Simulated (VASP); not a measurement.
The system is Zn.

```
CELL_PARAMETERS angstrom
2.67000 0.00000 0.00000
-1.33500 2.31229 0.00000
0.00000 0.00000 4.96600
ATOMIC_POSITIONS crystal
Zn 0.33333 0.66667 0.25000
Zn 0.66667 0.33333 0.75000
```

| Property | Result |
| --- | --- |
| Program | VASP 6.6.1 |
| Task | relaxation of cell and atoms |
| Functional | LDA |
| Potentials or basis | VASP PAW LDA potentials, release 64 (Zn) |
| Cutoff | 600 eV |
| k mesh | 18 × 18 × 8 |
| Occupations | methfessel-paxton, width 0.1 eV |
| Spin | no spin polarisation |

At the start: pressure -8.8 GPa; volume 15.33 Å³/atom.

Where does the relaxation end?

Over 4 steps the energy falls by 52.4 meV/atom and the volume is 13.73 Å³/atom (-10.5 %); space group P6_3/mmc (No. 194, to 0.05 Å).

Step by step:
```csv
step,energy change (eV),largest force (eV/Å),pressure (GPa),volume (Å³)
1,0.0000,0.0000,-8.84,30.66
2,-0.1029,0.0000,1.04,27.05
3,-0.1047,0.0000,0.37,27.34
4,-0.1048,0.0000,-0.05,27.45
```

Final structure:
```
CELL_PARAMETERS angstrom
2.56120 0.00000 0.00000
-1.28060 2.21806 0.00000
0.00000 0.00000 4.83284
ATOMIC_POSITIONS crystal
Zn 0.33333 0.66667 0.25000
Zn 0.66667 0.33333 0.75000
```

Caveat: the volume moved by -10 % from the deposited cell, more than functionals usually miss.
